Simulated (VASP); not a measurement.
A run of VASP 6.6.1 is set up as follows.

Contents of INCAR:

```
PREC     = Accurate       # precision mode
ENCUT    = 600            # plane-wave cutoff, eV
EDIFF    = 1E-7           # SCF threshold, eV
ISMEAR   = -1             # smearing method
SIGMA    = 0.05           # smearing width, eV
LREAL    = F              # projectors in reciprocal space
LASPH    = T              # aspherical terms in the spheres
NELM     = 80             # most SCF steps
ALGO     = Normal         # electronic algorithm
ISIF     = 3              # what is computed and relaxed
LWAVE    = F              # write WAVECAR
LCHARG   = F              # write CHGCAR
GGA      = B5             # functional
ALDAX    = 1.0          
AGGAX    = 1.0          
AGGAC    = 1.0          
ALDAC    = 0.0          
IVDW     = 11             # dispersion correction
VDW_S6   = 1.0          
VDW_S8   = 1.682        
VDW_SR   = 1.094        
VDW_SR8  = 1.0          
IBRION   = 2              # ionic algorithm
NSW      = 60             # ionic steps
EDIFFG   = -0.005         # ionic threshold
```

The input KPOINTS:

```
Automatic mesh
0
Gamma
  6 6 6
```

File POSCAR:

```
Y3Ge
1.0
   -2.2653940000      2.2653940000      5.1970200000
    2.2653940000     -2.2653940000      5.1970200000
    2.2653940000      2.2653940000     -5.1970200000
Y Ge
3 1
Direct
    0.5000000000      0.5000000000      0.0000000000
    0.2500000000      0.7500000000      0.5000000000
    0.7500000000      0.2500000000      0.5000000000
    0.0000000000      0.0000000000      0.0000000000
```

Potentials or basis: VASP PAW PBE potentials, release 64 (Y_sv, Ge_d).

Run with:

```bash
$ cat potpaw_PBE.64/Y_sv/POTCAR potpaw_PBE.64/Ge_d/POTCAR > POTCAR
$ mpirun -np 1 vasp_std > vasp.out
```

**Question.** What does it give for the relaxed volume?

**Answer.** 25.54 Å³/atom.

**Question.** What does it give for the relaxed cell?

**Answer.** a = 5.961 Å, b = 5.961 Å, c = 5.961 Å, α = 135.63°, β = 135.63°, γ = 64.56°.

**Question.** What does it give for the band gap on the k mesh?

**Answer.** None (metal or under the smearing width).

**Question.** Predict the dispersion energy per atom.

**Answer.** -0.589 eV.

The path:
| step | energy change (eV) | largest force (eV/Å) | pressure (GPa) | volume (Å³) |
| --- | --- | --- | --- | --- |
| 1 | 0.0000 | 0.0000 | -1.63 | 106.68 |
| 2 | -0.0207 | 0.0000 | 0.10 | 102.54 |
| 3 | -0.0207 | 0.0000 | 0.02 | 102.70 |
| 4 | -0.0223 | 0.0000 | 0.01 | 102.57 |
| 5 | -0.0239 | 0.0000 | -0.02 | 102.31 |
| 6 | -0.0240 | 0.0000 | -0.03 | 102.24 |
| 7 | -0.0240 | 0.0000 | -0.04 | 102.22 |
| 8 | -0.0240 | 0.0000 | 0.04 | 102.07 |
| 9 | -0.0240 | 0.0000 | -0.01 | 102.16 |

Caveat: the PAW data sets were made with another functional, which shifts forces and pressure a little; pairwise dispersion overbinds metals, which lowers pressure and volume.
